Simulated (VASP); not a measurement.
**GW on BAs**

Aim: the quasiparticle gap of BAs, and what it costs to get it. The cell is of the zinc-blende type, one of the forms listed for this formula. The start is a cell from a database of measured crystal structures.

Calculated with VASP 6.6.1; PBE; plane waves and PAW (As_GW, B_GW), in the first sound run; inputs show where later runs differ.

## (1) The starting structure

The structure is cubic, space group F-43m (No. 216). The conventional cell has a = 4.777 Å, b = 4.777 Å, c = 4.777 Å, α = 90.00°, β = 90.00°, γ = 90.00°. As has 4 B at 2.07 Å nearest. Nearest to B lie 4 As at 2.07 Å. Farther neighbours are not listed.

Structure file:

```cif
data_structure
_symmetry_space_group_name_H-M 'F-43m'
_symmetry_Int_Tables_number 216
_cell_length_a 4.7770
_cell_length_b 4.7770
_cell_length_c 4.7770
_cell_angle_alpha 90.000
_cell_angle_beta 90.000
_cell_angle_gamma 90.000
_cell_volume 109.01
loop_
_atom_site_label
_atom_site_type_symbol
_atom_site_symmetry_multiplicity
_atom_site_Wyckoff_symbol
_atom_site_fract_x
_atom_site_fract_y
_atom_site_fract_z
_atom_site_occupancy
As1 As 4 c 0.25000 0.25000 0.25000 1
B1 B 4 a 0.00000 0.00000 0.00000 1
```

## (2) Ground state

The orbitals come from a self-consistent PBE run with a tight EDIFF and a narrow smearing. KPOINTS_OPT adds the bands along a path, which shows whether the mesh holds the band edges.

INCAR reads:

```
SYSTEM = BAs
PREC = Accurate
ENCUT = 340
EDIFF = 1E-08
NELM = 100
ISMEAR = 0
SIGMA = 0.01
LREAL = .FALSE.
ALGO = Normal
GGA = PE
NBANDS = 10
LORBIT = 11
LWAVE = .TRUE.
LCHARG = .FALSE.
KPAR = 4
```

POSCAR reads:

```
BAs
1.0
    0.0000000000      2.3885000000      2.3885000000
    2.3885000000      0.0000000000      2.3885000000
    2.3885000000      2.3885000000      0.0000000000
As B
1 1
Direct
    0.7500000000      0.7500000000      0.7500000000
    0.0000000000      0.0000000000      0.0000000000
```

KPOINTS reads:

```
Automatic mesh
0
Gamma
6 6 6
0 0 0
```

KPOINTS_OPT reads:

```
Line mode
12
Line-mode
Reciprocal
  0.00000000   0.00000000   0.00000000 GAMMA
  0.50000000   0.00000000   0.50000000 X

  0.50000000   0.00000000   0.50000000 X
  0.50000000   0.25000000   0.75000000 W

  0.50000000   0.25000000   0.75000000 W
  0.37500000   0.37500000   0.75000000 K

  0.37500000   0.37500000   0.75000000 K
  0.00000000   0.00000000   0.00000000 GAMMA

  0.00000000   0.00000000   0.00000000 GAMMA
  0.50000000   0.50000000   0.50000000 L

  0.50000000   0.50000000   0.50000000 L
  0.62500000   0.25000000   0.62500000 U

  0.62500000   0.25000000   0.62500000 U
  0.50000000   0.25000000   0.75000000 W

  0.50000000   0.25000000   0.75000000 W
  0.50000000   0.50000000   0.50000000 L

  0.50000000   0.50000000   0.50000000 L
  0.37500000   0.37500000   0.75000000 K

  0.62500000   0.25000000   0.62500000 U
  0.50000000   0.00000000   0.50000000 X
```

PAW data sets: As_GW and B_GW (PBE family, release 64).

Launch:

```sh
$ mpirun -np 4 vasp_std
```

The program printed:

```text
[banner, memory and clock lines left out]
running    4 mpi-ranks, on    1 nodes
 distrk:  each k-point on    1 cores,    4 groups
 distr:  one band on    1 cores,    1 groups

 POSCAR found type information on POSCAR AsB
 POSCAR found :  2 types and       2 ions
 LDA part: xc-table for (Slater+PW92), standard interpolation
 POSCAR, INCAR and KPOINTS ok, starting setup
 FFT: planning ... GRIDC
 FFT: planning ... GRID_SOFT
 FFT: planning ... GRID
 WAVECAR not read
 entering main loop
       N       E                     dE             d eps       ncg     rms          rms(c)
DAV:   1     0.913930403991E+01    0.91393E+01   -0.32924E+03   320   0.572E+02
DAV:   2    -0.114425719776E+02   -0.20582E+02   -0.19954E+02   466   0.104E+02
DAV:   3    -0.120436112828E+02   -0.60104E+00   -0.59968E+00   400   0.166E+01
DAV:   4    -0.120498652068E+02   -0.62539E-02   -0.62533E-02   430   0.192E+00
DAV:   5    -0.120499627559E+02   -0.97549E-04   -0.97548E-04   420   0.162E-01    0.403E+00
DAV:   6    -0.114470251741E+02    0.60294E+00   -0.17901E+00   482   0.692E+00    0.170E+00
DAV:   7    -0.113880747738E+02    0.58950E-01   -0.17528E-01   416   0.230E+00    0.739E-01
DAV:   8    -0.113807879027E+02    0.72869E-02   -0.20084E-02   368   0.906E-01    0.773E-02
DAV:   9    -0.113811695321E+02   -0.38163E-03   -0.62901E-04   386   0.166E-01    0.416E-02
DAV:  10    -0.113813022495E+02   -0.13272E-03   -0.19833E-04   366   0.983E-02    0.867E-03
DAV:  11    -0.113813013896E+02    0.85985E-06   -0.74070E-06   386   0.157E-02    0.422E-03
DAV:  12    -0.113813019792E+02   -0.58958E-06   -0.20469E-06   360   0.997E-03    0.608E-04
DAV:  13    -0.113813019659E+02    0.13314E-07   -0.57644E-08   404   0.167E-03    0.300E-04
DAV:  14    -0.113813020963E+02   -0.13041E-06   -0.12069E-08   284   0.587E-04    0.732E-05
DAV:  15    -0.113813020800E+02    0.16352E-07   -0.13567E-09   222   0.250E-04    0.321E-05
DAV:  16    -0.113813020637E+02    0.16244E-07   -0.20361E-10   212   0.113E-04    0.532E-06
DAV:  17    -0.113813020624E+02    0.13220E-08   -0.18487E-11   214   0.386E-05
   1 F= -.11381302E+02 E0= -.11381302E+02  d E =-.493099E-57
 Start KPOINTS_OPT (optional k-point list driver)
k-point batch [1-16\120]
       N       E                     dE             ncg
DAV:   1     0.359336379114E+03   -0.25192E+04      320
DAV:   2     0.297723750918E+02   -0.32956E+03      520
DAV:   3     0.223339614340E+02   -0.74384E+01      404
DAV:   4     0.222830842864E+02   -0.50877E-01      432
DAV:   5     0.222819399876E+02   -0.11443E-02      394
DAV:   6     0.222819285411E+02   -0.11447E-04      460
DAV:   7     0.222819282133E+02   -0.32772E-06      396
DAV:   8     0.222819282015E+02   -0.11889E-07      452
DAV:   9     0.222819282010E+02   -0.41832E-09      340
[...]
k-point batch [113-120\120]
       N       E                     dE             ncg
DAV:   1     0.227200073114E+04   -0.22101E+04      160
DAV:   2     0.213914527882E+04   -0.13286E+03      272
DAV:   3     0.213686670084E+04   -0.22786E+01      226
DAV:   4     0.213686068365E+04   -0.60172E-02      208
DAV:   5     0.213686064876E+04   -0.34898E-04      258
DAV:   6     0.213686064869E+04   -0.68086E-07      224
DAV:   7     0.213686064869E+04    0.90949E-12      236
 writing wavefunctions
```

The job ended after 4.8 s (4 MPI ranks of Intel Xeon Platinum 8488C (Sapphire Rapids), shared host; peak memory 0.49 GiB).

Lines that name or quote the potential files are left out of all logs, and their timing lines are given in words.

From OUTCAR (step 2):

```text
ion  position               nearest neighbor table
   1  0.750  0.750  0.750-   2 2.07   2 2.07   2 2.07   2 2.07
   2  0.000  0.000  0.000-   1 2.07   1 2.07   1 2.07   1 2.07

  LATTYP: Found a face centered cubic cell.
 ALAT       =     4.7770000000

 Subroutine GETGRP returns: Found 24 space group operations
 (whereof 24 operations were pure point group operations)

The static configuration has the point symmetry T_d .

 Found     16 irreducible k-points:

   k-points           NKPTS =     16   k-points in BZ     NKDIM =     16   number of bands    NBANDS=     10

   dimension x,y,z NGX =    20 NGY =   20 NGZ =   20
   dimension x,y,z NGXF=    40 NGYF=   40 NGZF=   40

   ENCUT  =  340.0 eV  24.99 Ry    5.00 a.u.   5.08  5.08  5.08*2*pi/ulx,y,z

   NELECT =       8.0000    total number of electrons

 k-points in reciprocal lattice and weights: Automatic mesh
   0.00000000  0.00000000  0.00000000       0.005
   0.16666667  0.00000000  0.00000000       0.037
   0.33333333  0.00000000  0.00000000       0.037
   0.50000000  0.00000000  0.00000000       0.019
   0.16666667  0.16666667  0.00000000       0.028
   0.33333333  0.16666667  0.00000000       0.111
   0.50000000  0.16666667  0.00000000       0.111
  -0.33333333  0.16666667  0.00000000       0.111
  -0.16666667  0.16666667  0.00000000       0.056
[...]
-0.33333333  0.33333333  0.16666667       0.111
  -0.33333333  0.50000000  0.16666667       0.056

 average (electrostatic) potential at core
       1 -48.7402       2 -26.7438

 E-fermi :   6.2850

 k-point     1 :       0.0000    0.0000    0.0000
  band No.  band energies     occupation
      1      -9.2365      2.00000
      2       6.1743      2.00000
      3       6.1743      2.00000
      4       6.1743      2.00000
      5       9.4405      0.00000
      6       9.4405      0.00000
      7       9.4405      0.00000
      8      10.8291      0.00000
      9      15.7380      0.00000
    ...

 k-point     2 :       0.1667    0.0000    0.0000
  band No.  band energies     occupation
      1      -8.7832      2.00000
      2       3.2123      2.00000
      3       5.4914      2.00000
      4       5.4914      2.00000
      5       9.4592      0.00000
      6      10.3277      0.00000
      7      10.3277      0.00000
      8      12.8060      0.00000
      9      17.1582      0.00000
    ...

 k-point     3 :       0.3333    0.0000    0.0000
  band No.  band energies     occupation
      1      -7.5163      2.00000
      2      -0.5728      2.00000
      3       4.6567      2.00000
      4       4.6567      2.00000
      5       9.0191      0.00000
      6      10.9931      0.00000
      7      10.9931      0.00000
      8      14.8480      0.00000
      9      17.6522      0.00000
    ...

  Total        0.4972311      0.4972311      0.4972311      0.0000000      0.0000000      0.0000000
  in kB       29.2323109     29.2323109     29.2323109      0.0000000      0.0000000      0.0000000
  external PRESSURE =      29.2323109 kB  Pullay stress =       0.0000000 kB

  energy-cutoff  :      340.00
  volume of cell :       27.25
      direct lattice vectors                 reciprocal lattice vectors
     0.000000000  2.388500000  2.388500000    -0.209336404  0.209336404  0.209336404
     2.388500000  0.000000000  2.388500000     0.209336404 -0.209336404  0.209336404
     2.388500000  2.388500000  0.000000000     0.209336404  0.209336404 -0.209336404

 POSITION                                       TOTAL-FORCE (eV/Angst)
 -----------------------------------------------------------------------------------
      3.58275      3.58275      3.58275         0.000000      0.000000      0.000000
      0.00000      0.00000      0.00000        -0.000000     -0.000000     -0.000000
 -----------------------------------------------------------------------------------
    total drift:                               -0.000001     -0.000001     -0.000000

  FREE ENERGIE OF THE ION-ELECTRON SYSTEM (eV)
  ---------------------------------------------------
  free  energy   TOTEN  =       -11.3813020624 eV

  energy  without entropy=      -11.3813020624  energy(sigma->0) =      -11.38130206

 total charge
# of ion       s       p       d       tot
------------------------------------------
    1        1.150   1.627   0.088   2.865
    2        0.635   1.125   0.000   1.760
--------------------------------------------------
tot          1.785   2.752   0.088   4.625

[... 3 further parts left out ...]
```

Numbers from this step:

```yaml
free_energy_toten: -11.38 eV
fermi_energy: 6.285 eV
pressure: 2.923 GPa
least_gap_on_mesh_and_path: 1.168 eV
least_direct_gap_on_mesh_and_path: 3.266 eV
```

The highest empty bands on the path are converged less tightly, to about 0.1 eV. Electronic bands along the path, in eV, zero at the valence-band top; v1 is the highest filled band, c1 the lowest empty one:

```tsv
point	v3	v2	v1	c1	c2	c3	c4
Γ	0.00	0.00	0.00	3.27	3.27	3.27	4.65
0.55 of the way	-4.61	-2.94	-2.94	1.52	4.11	7.87	7.87
X	-8.54	-4.08	-4.08	1.42	1.43	11.35	11.35
0.45 of the way	-8.37	-4.72	-4.62	2.65	2.75	9.93	10.24
W	-8.07	-5.49	-5.20	5.24	5.92	6.79	7.02
0.55 of the way	-8.11	-5.83	-4.20	3.14	5.61	8.14	8.69
K	-8.15	-5.96	-3.49	2.03	5.53	9.20	9.74
0.55 of the way	-4.66	-3.39	-0.93	3.97	4.61	5.47	6.97
Γ	0.00	0.00	0.00	3.27	3.27	3.27	4.65
0.55 of the way	-5.46	-1.26	-1.26	2.99	4.72	4.72	8.16
L	-8.80	-1.82	-1.82	2.67	4.77	4.77	8.86
0.55 of the way	-8.34	-4.53	-2.67	2.92	6.18	6.72	8.69
U	-8.15	-5.96	-3.49	2.03	5.53	9.20	9.74
0.45 of the way	-8.11	-5.83	-4.20	3.14	5.61	8.14	8.69
W	-8.07	-5.49	-5.20	5.24	5.92	6.79	7.02
0.45 of the way	-8.22	-4.84	-3.29	4.04	4.86	7.63	9.07
L	-8.80	-1.82	-1.82	2.67	4.77	4.77	8.86
0.45 of the way	-8.47	-3.95	-2.47	3.12	5.58	6.20	9.01
K	-8.15	-5.96	-3.49	2.03	5.53	9.20	9.74
jump to U	-8.15	-5.96	-3.49	2.03	5.53	9.20	9.74
0.55 of the way	-8.45	-4.80	-3.96	1.55	2.58	10.79	10.87
X	-8.54	-4.08	-4.08	1.42	1.43	11.35	11.35
```

Of the projections kept (As, B), the largest for each band there; the rest of the weight can lie on other orbitals:

```tsv
point	v3	v2	v1	c1	c2	c3	c4
Γ	As 0.52	As 0.52	As 0.52	As 0.68	As 0.68	As 0.68	B 0.55
X	B 0.59	As 0.58	As 0.58	As 0.50	As 0.63	B 0.54	B 0.54
W	B 0.63	As 0.66	As 0.55	B 0.71	B 0.65	As 1.00	As 0.64
K	B 0.60	As 0.61	As 0.57	As 0.56	B 0.56	As 0.51	As 0.53
Γ	As 0.52	As 0.52	As 0.52	As 0.68	As 0.68	As 0.68	B 0.55
L	As 0.51	As 0.55	As 0.55	As 0.50	As 0.65	As 0.65	B 0.76
```

The electronic bands as a text plot (rows in eV, shown from -8.0 to 4.7 only):

```
    4.4 | +                   ++  +  +           +  + ++      +
    3.9 |    +      +       +++++  ++                ++
    3.3 |+    +     +  +   +    ++++++     ++          +  +
    2.8 | +    +          +           +++++  +  +       ++ +   +
    2.3 |  ++   +  +    ++                    ++            ++
    1.8 |    +    +                                           +++
    1.2 |     ++++                                              +
    0.7 |
    0.2 |                        **
   -0.4 |*                     *** **
   -0.9 | *                   * *    *
   -1.4 |  *                 *  *  *  **
   -1.9 |  **               *  *        ****           ***
   -2.5 |   *              *   *    *       *         ** ***
   -3.0 |    *            *                * **      *      *
   -3.5 |     **        **    *      *         *    * *   *  **
   -4.0 |       ***          *              *   *    *         **
   -4.6 |    *     *   *      *                    *       *   *
   -5.1 |           ***     *                *   ** *
   -5.6 |     *      ***   * *        *       * ****        * *
   -6.2 |               *** *                  *             *
   -6.7 |      *                       *
   -7.2 |                  *
   -7.7 |       *         *
         Γ       X    W  K        Γ      L     U  W     L   K|U X
```

The cell has a gap of 1.17 eV on mesh and path and a pressure of +2.9 GPa, which holds the misfit of the given cell and coordinates with this functional, and any error of cutoff, mesh and data sets. Spin-orbit coupling is left out, which can shift or reorder these edges.

## (3) Empty bands, functional PBE

The next step needs empty bands that the ground-state run didn't converge, so the Hamiltonian is diagonalised exactly for NBANDS bands, in a single step. LOPTICS writes the k-derivatives of the orbitals (WAVEDER), which give the long-wavelength limit of the screening.

INCAR reads:

```
SYSTEM = BAs
PREC = Accurate
ENCUT = 340
ISMEAR = 0
SIGMA = 0.01
LREAL = .FALSE.
GGA = PE
NBANDS = 152
ALGO = Exact
NELM = 1
LWAVE = .TRUE.
LCHARG = .FALSE.
LOPTICS = .TRUE.
NEDOS = 1000
CSHIFT = 0.1
```

POSCAR is that of step 2.

KPOINTS is that of step 2.

Launch:

```sh
$ mpirun -np 4 vasp_std
```

The program printed:

```text
[banner, memory and clock lines left out]
running    4 mpi-ranks, on    1 nodes
 distrk:  each k-point on    4 cores,    1 groups
 distr:  one band on    1 cores,    4 groups

 POSCAR found type information on POSCAR AsB
 POSCAR found :  2 types and       2 ions
 LDA part: xc-table for (Slater+PW92), standard interpolation
 found WAVECAR, reading the header
  number of bands has changed, file:    10 present:   152
  trying to continue reading WAVECAR, but it might fail
 POSCAR, INCAR and KPOINTS ok, starting setup
 FFT: planning ... GRIDC
 FFT: planning ... GRID_SOFT
 FFT: planning ... GRID
 reading WAVECAR
 random initialization beyond band           10
 the WAVECAR file was read successfully
 initial charge from wavefunction
 entering main loop
       N       E                     dE             d eps       ncg     rms          rms(c)
DIA:   1    -0.113813020635E+02   -0.11381E+02    0.00000E+00     0   0.000E+00
   1 F= -.11381302E+02 E0= -.11381302E+02  d E =-.127476E-18
 writing wavefunctions
 optical routines
 imaginary and real dielectric function
 recalculating local potential from charge density
 direction            1
 direction            2
 direction            3
```

It took 3.6 s on 4 MPI ranks; peak memory 0.48 GiB.

OUTCAR, selected parts (step 3):

```text
The static configuration has the point symmetry T_d .

 Found     16 irreducible k-points:

   k-points           NKPTS =     16   k-points in BZ     NKDIM =     16   number of bands    NBANDS=    152

   NELECT =       8.0000    total number of electrons

 E-fermi :   6.2326

  Total        0.4972372      0.4972372      0.4972372      0.0000000      0.0000000      0.0000000
  in kB       29.2326671     29.2326671     29.2326671      0.0000000      0.0000000      0.0000000
  external PRESSURE =      29.2326671 kB  Pullay stress =       0.0000000 kB

 POSITION                                       TOTAL-FORCE (eV/Angst)
 -----------------------------------------------------------------------------------
      3.58275      3.58275      3.58275        -0.000000     -0.000000     -0.000000
      0.00000      0.00000      0.00000         0.000000      0.000000      0.000000
 -----------------------------------------------------------------------------------
    total drift:                               -0.000001     -0.000001     -0.000000

  FREE ENERGIE OF THE ION-ELECTRON SYSTEM (eV)
  ---------------------------------------------------
  free  energy   TOTEN  =       -11.3813020635 eV

  energy  without entropy=      -11.3813020635  energy(sigma->0) =      -11.38130206

 plasma frequency squared (from intraband transitions) (eV^2)
  --------------------------------------------------------------------------------------
       0.000      -0.000       0.000
      -0.000       0.000       0.000
       0.000       0.000       0.000

[... 14 parts as in an earlier step ...]
```

The gap is read on the k-mesh alone, so it is an upper bound where the band edges lie off the mesh.

A gap read on the k-mesh alone can miss the band edges.

Numbers from this step:

```yaml
gap_on_the_k_mesh: 1.265 eV
least_direct_gap_on_the_k_mesh: 3.266 eV
```

WAVECAR now holds 152 bands for 8 electrons. Its independent-particle dielectric tensor has xx, yy, zz = 11.6, 11.6, 11.6 on this mesh, which isn't tested for convergence in mesh or bands and lacks local fields.

[end of part 1 of 6]

[Lines on the potential files, build, host, timing and source positions are cut from VASP's logs without a mark.]

[Logs are printed without paths, hosts, clocks, repeated set-up lines and the standing remarks that a program may print on its own settings, such as how far it seeks lower states.]

[Hosts, paths, dates, database ids (printed as entryN), source tags and the programs' standing remarks are cut or masked in the printed files.]

[Pressures printed for these runs are not shown converged in the cutoff: they can be off by several GPa and have the wrong sign.]
